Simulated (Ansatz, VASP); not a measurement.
Y2Si3O in VASP and in Ansatz

```
Y Si O
1.0
     3.97973    0.00000    0.00000
    -1.98987    3.44655    0.00000
     0.00000    0.00000    7.79262
Y Si O
2 3 1
Direct
  0.33333 0.66667 0.24512
  0.33333 0.66667 0.75488
  0.66667 0.33333 0.50000
  0.00000 0.00000 0.00000
  0.00000 0.00000 0.50000
  0.66667 0.33333 0.00000
```

Change from the starting cell: species swapped into the Sr2Al3Ge type (P-6m2, No. 187).

Alike in both runs: functional PBE; k mesh 6 × 6 × 2; occupations gaussian, width 0.1 eV; no spin polarisation.

Ansatz relaxed the structure, and its values are those at the end. VASP's run is a single point on that final structure, the one shown.

|  | VASP | Ansatz |
| --- | --- | --- |
| version | VASP 6.6.1 | Ansatz 0.2.0 |
| potentials or method | VASP PAW PBE potentials, release 64 (Y_sv, Si, O) | scalar-relativistic, plane waves, PAW |
| plane-wave cutoff (eV) | 520 | 420 |
| valence electrons in the cell | 40 | 40 |

```csv
,VASP,Ansatz,Ansatz less VASP
gap on the k mesh at the Fermi level (eV),none,none,-
pressure (GPa),-0.3,-0.2,+0.09
rms of the force components (eV/Å),0.006,0.006,+0.0004
```

A gap of «none» marks a metal or a gap that the smearing closes. With one functional, cell and mesh, what is left measures potentials, basis and numerics.

Caveats: the k mesh is coarse (spacing up to 0.40 Å⁻¹), so the values aren't converged.
